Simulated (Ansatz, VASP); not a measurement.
# Si2W in two plane-wave programs, part 2 of 2

Wanted: the spread between two codes on one cell, functional and k mesh. The cell is taken from a series of runs on this material, whose earlier steps may have relaxed, scaled, displaced or heated it; both programs get it as it stands.

VASP 6.6.1 and Ansatz 0.2.0.

So far: The structure; VASP: zone-centre phonons, LDA.

**3. Ansatz: zone-centre phonons, LDA**

Level of this step: Ansatz beside VASP: Kohn-Sham DFT, plane waves, LDA (Ansatz).

Ansatz runs on its PAW soft_1 files.

The same cell, functional (in two slightly different forms), mesh and smearing now go to Ansatz, which takes its cutoff from its data sets.

input.yaml

```yaml
crystal:
  lattice:
    - [-1.6153483964, 1.6153483964, 3.9299887581]
    - [1.6153483964, -1.6153483964, 3.9299887581]
    - [1.6153483964, 1.6153483964, -3.9299887581]
  atoms:
    - { symbol: Si, position: [0.3353994659, 0.3353994659, 0.0] }
    - { symbol: Si, position: [0.6646005341, 0.6646005341, 0.0] }
    - { symbol: W, position: [0.0, 0.0, 0.0] }
kpoints:
  mp_grid: { grid: [20, 20, 20] }
hamiltonian:
  xc: lda
  pseudopotentials: { kind: paw, azcp: { folder: soft_1 }, xc_functional: pbe }
scf:
  occupations: { method: methfessel_paxton, width: 0.2 }
output:
  eigenvalues: true
phonons:
  method: dfpt
```

The run is started by

```bash
> ansatz run input.yaml --threads 4 --pin off --max-ram 10240MiB --backend cpu --events-out ev --progress --plain --runs-dir out
```

Numbers of over 12 decimals in the logs are rounded to 6 here.

What it wrote:

```text
zone centre: on kpoints.mp_grid the ground state, and the responses unless they are solved on pairs of k-points, stand on 1166 of the mesh's 8000 k-points, reduced under 4 symmetry operations, with k and −k counted as one. Each operation leaves every solved displacement unchanged or reverses it
Engine: ansatz 0.2.0, aarch64-unknown-linux-gnu
Pseudopotentials: kind: paw
Pseudopotential: Si, paw, valence charge 4, recommended cutoff 420 eV (normal), soft_1/Si.paw.azcp
Pseudopotential: W, paw, valence charge 14, recommended cutoff 420 eV (normal), soft_1/W.paw.azcp
Functional definition: SPW92
  exchange = slater_x
  correlation = pw_c
Crystal: 3 atoms, lattice volume = 41.019 Å³
Basis set: ecut = 420 eV, 793 PW (Γ), exchange–correlation on 64×64×64 points (8 copies of the dense FFT grid, shifted against one another)
Bands: 15, of which v1, the nominal top of the filled ones, is band 11 counted from 1 (10 counted from 0)
Symmetry: 16 space group operations
k-points: 1166 of 8000 (irreducible under 4 space group operations, time reversal used)
Non-local potential: Si, projectors of the file, l = 0: 2, l = 1: 2, l = 2: 1
Non-local potential: W, projectors of the file, l = 0: 3, l = 1: 2, l = 2: 2, l = 3: 1
PAW form: soft (Blöchl's): semilocal exchange-correlation on the pseudo side does not see the compensation charge
PAW frozen core: Si, regenerated for the run's functional, and the local potential with it (the file was generated under x = pbe(κ = 0.804, μ = 0.219515), c = pbe(β = 0.066725))
PAW frozen core: W, regenerated for the run's functional, and the local potential with it (the file was generated under x = pbe(κ = 0.804, μ = 0.219515), c = pbe(β = 0.066725))
PAW one-centre angular grid: Si, 110 points (default); XC on 64 Gauss nodes
PAW one-centre angular grid: W, 590 points (default); XC on 64 Gauss nodes
Initial density: superposition of atomic densities (chi_scale 0.1, normalization cell, long waves kept (reshape's long-wave potential 0.00 eV rms))
Initial wavefunctions: pseudopotential atomic-orbital guess
Functional: x = slater, c = lda
SCF iter   1: F=—  HF=-11349.551501 eV  |F-HF|=—  |Δ(HF+E_count)|=         —  Δρ=4.68e-2  dr2=9.04e-1  ethr=3.10e-3  ⟨swp⟩=5.2  Hψ=101301  notcnv=0
preconditioner: auto → Kerker (q_TF=auto, 2.459 Å⁻¹)  [metal: Δε(μ)=0.019 eV  Ē_g=8.133 eV  σ=0.200 eV  W_gap=0.08  n_scr=10 (ndim 8)  ℏωp=21.7 eV  f_vac=0.000  D(μ)=0.26/eV (n_scr^D=0)]
SCF iter   2: F=—  HF=-11349.327623 eV  |F-HF|=—  |Δ(HF+E_count)|=   2.24e-1  S|Δr|=    0.00e0  Δρ=2.45e-2  dr2=1.88e-1  ethr=3.10e-3  ⟨swp⟩=2.1  Hψ=31605  notcnv=0
SCF iter   3: F=—  HF=-11349.262668 eV  |F-HF|=—  |Δ(HF+E_count)|=   6.50e-2  S|Δr|=    0.00e0  Δρ=6.45e-3  dr2=1.38e-2  ethr=8.56e-4  ⟨swp⟩=2.7  Hψ=30151  notcnv=0
SCF iter   4: F=—  HF=-11349.257843 eV  |F-HF|=—  |Δ(HF+E_count)|=   4.82e-3  S|Δr|=    0.00e0  Δρ=5.35e-4  dr2=7.35e-5  ethr=6.28e-5  ⟨swp⟩=2.7  Hψ=27139  notcnv=0
SCF iter   5: F=—  HF=-11349.257821 eV  |F-HF|=—  |Δ(HF+E_count)|=   2.30e-5  S|Δr|=    0.00e0  Δρ=6.87e-5  dr2=1.76e-6  ethr=3.34e-7  ⟨swp⟩=2.8  Hψ=29573  notcnv=0
SCF iter   6: F=—  HF=-11349.257822 eV  |F-HF|=—  |Δ(HF+E_count)|=   1.10e-6  S|Δr|=    0.00e0  Δρ=1.23e-5  dr2=6.78e-8  ethr=7.98e-9  ⟨swp⟩=2.5  Hψ=24693  notcnv=0
SCF iter   7: F=—  HF=-11349.257822 eV  |F-HF|=—  |Δ(HF+E_count)|=   1.56e-8  S|Δr|=    0.00e0  Δρ=2.19e-6  dr2=2.89e-9  ethr=3.08e-10  ⟨swp⟩=2.2  Hψ=25863  notcnv=0
SCF iter   8: F=—  HF=-11349.257822 eV  |F-HF|=—  |Δ(HF+E_count)|=  7.31e-10  S|Δr|=    0.00e0  Δρ=2.65e-7  dr2=2.92e-11  ethr=1.31e-11  ⟨swp⟩=2.1  Hψ=24404  notcnv=0
SCF iter   9: F=-11349.257822 eV  HF=-11349.257822 eV  |F-HF|=3.64e-12  |Δ(HF+E_count)|=  1.09e-11  S|Δr|=    0.00e0  Δρ=2.70e-8  dr2=1.94e-13  ethr=1.00e-12  ⟨swp⟩=5.1  Hψ=70414  notcnv=0
the search or the solves at the SCF's close seem to have found levels that the self-consistency loop had missed (the run counts 2). By its estimate they hold under 1e-12 electrons; where the run keeps them, the occupations were computed again with them
SCF 1 converged in 9 iterations: F = -11349.257822 eV  dr2 = 1.94e-13
  greatest PAW one-centre occupation: 0.999 electrons in one spin orbital (limit 2), on the W atom at site 2 (counted from 0), in its partial waves of l = 0
DFPT response loops at Γ: preconditioner auto → Kerker (q_TF=auto, 2.459 Å⁻¹) (partly filled bands, converged f_vac=0.000); β = 1.00, the filter's whole step (`scf.mixing.beta` (0.50) is not read by the response loops under this deck's `scf.mixing.preconditioner`; to damp them name `kerker` or `kerker_dos`, under which they read `scf.mixing.beta`, and type it under 1.00, their step now; both keys bind the ground state too); Broyden in place of MSR1
SCF converged after 9 iterations
Stability not checked: this state was not tested for a lower state beside it, because cold or Methfessel-Paxton smearing, or corrected tetrahedra, fill the levels in a way that the test cannot read (fill_not_monotonic; see scf.lower_state_search)
Free energy (F): -11349.257822 eV
Harris-Foulkes:  -11349.257822 eV  (|F-HF|=3.64e-12)
Internal energy: -11349.259273 eV  (E = F + TS)
E sigma→0 (E₀):  -11349.258184 eV
Entropy (-TS):   0.001451 eV (0.484 meV/atom)
Fermi energy:    16.071508 eV
--- Per-component energies (eV) ---
  E_band       = -93.180299
  E_kinetic    = 512.274764
  E_local      = -904.046414  (includes V_loc(G=0)·N_el)
  E_nonlocal   = 25.939800
  E_hartree    = 388.520791
  E_xc         = -382.108858
  E_vxc        = -333.238439  (∫ρ·V_xc dr)
  E_paw        = -9294.240657  (= ΣΔE_a)
  E_vpaw       = -171.151788  (= ΣTr[D̂ρ^β])
  E_aug_tail   = 0.000203  (compensation charges beyond the density's cutoff)
  E_ewald      = -1696.050812
  E_core_change = 0.451911  (= ΣΔE_core)
  E_smearing   = 0.001451  (= −TS)
  E_closure    = -0.000000  (closes the sum)
  Σ components = -11349.257822   (vs F -11349.257822, Δ=0.00e0)
--- Band table (eV; the first three rows and the last of 1166) ---
  k-point 0: bands = [... 7 lower, 12.8170, 13.3218, 13.3218, 16.6642, 18.7643, 19.1147, 19.1147, 19.2110]
  k-point 1: bands = [... 7 lower, 12.8348, 13.1174, 13.6430, 16.2498, 18.6281, 19.1737, 19.1827, 19.4444]
  k-point 2: bands = [... 7 lower, 12.6081, 12.8910, 14.1358, 15.3069, 18.4000, 19.3327, 19.3422, 19.9376]
  k-point 1165: bands = [... 7 lower, 13.5913, 15.3057, 15.3057, 15.5966, 15.5966, 16.8332, 20.5646, 20.6804]
--- Phonons (Γ-DFPT): 4 representative perturbations + reference, on 1166 of 8000 k-points (Σ response iterations 12) ---
  k mesh reduced under 4 symmetry operations, with k and −k counted as one. Each operation leaves every solved displacement unchanged or reverses it
  ASR residual: 8.776e-6 → 0.000e0 eV/Å²; symmetrization residual: 1.793e-6 eV/Å²
  ASR residual per site (eV/Å²): 6.68e-6 6.68e-6 8.78e-6
  Γ frequencies (cm⁻¹): 0.00 0.00 0.00 242.31 242.31 282.52 315.56 315.56 429.37
  non-analytic LO–TO correction: not included (Born effective charges unavailable; polar crystals: no LO–TO splitting at Γ)
```

**4. Differences**

Known differences besides the potentials themselves: the data sets hold 22 valence electrons in Ansatz (on its PAW soft_1 files) and 14 in VASP; the cutoff is 420 eV in Ansatz and 600 eV in VASP; VASP's log shows a relativistic correction to its local exchange, Ansatz's none. Total energies have different zeros and are not compared.

Both answers:

| quantity | Ansatz | VASP | difference |
| --- | --- | --- | --- |
| optical mode 1 to 2 (cm⁻¹) | 242.3 | 243.8 | -0.63 % |
| optical mode 3 (cm⁻¹) | 282.5 | 283.9 | -0.48 % |
| optical mode 4 to 5 (cm⁻¹) | 315.6 | 317.1 | -0.47 % |
| optical mode 6 (cm⁻¹) | 429.4 | 431.4 | -0.47 % |

Modes are paired by rising frequency, not by their patterns, so a pair may set unlike modes beside each other; they are those without the splitting of longitudinal modes.

**5. Outcome**

| Property | Result |
| --- | --- |
| r.m.s. difference of the optical zone-centre modes, each program's sorted by frequency (zone-centre phonons, LDA) | 1.6 cm⁻¹ |
| difference in optical mode 1 to 2 (zone-centre phonons, LDA) | -0.6 % |

**Reading.** The r.m.s. difference of the optical zone-centre modes, each program's sorted by frequency is 1.6 cm⁻¹ (zone-centre phonons, LDA). The data sets hold unlike numbers of valence electrons (22 in Ansatz and 14 in VASP), so part of the differences may come from the potentials. Among the rows given in per cent, the largest difference of the zone-centre phonons, LDA pair is in optical mode 1 to 2, -0.6 %. Such differences can come from data sets, numerical settings and the points named under the comparisons, not from the functional's error against experiment.

[Lines on the potential files, build, host, timing and source positions are cut from VASP's logs without a mark.]

[Logs are printed without paths, hosts, clocks, repeated set-up lines and the standing remarks that a program may print on its own settings, such as how far it seeks lower states.]

[Hosts, paths, dates, database ids (printed as entryN), source tags and the programs' standing remarks are cut or masked in the printed files.]
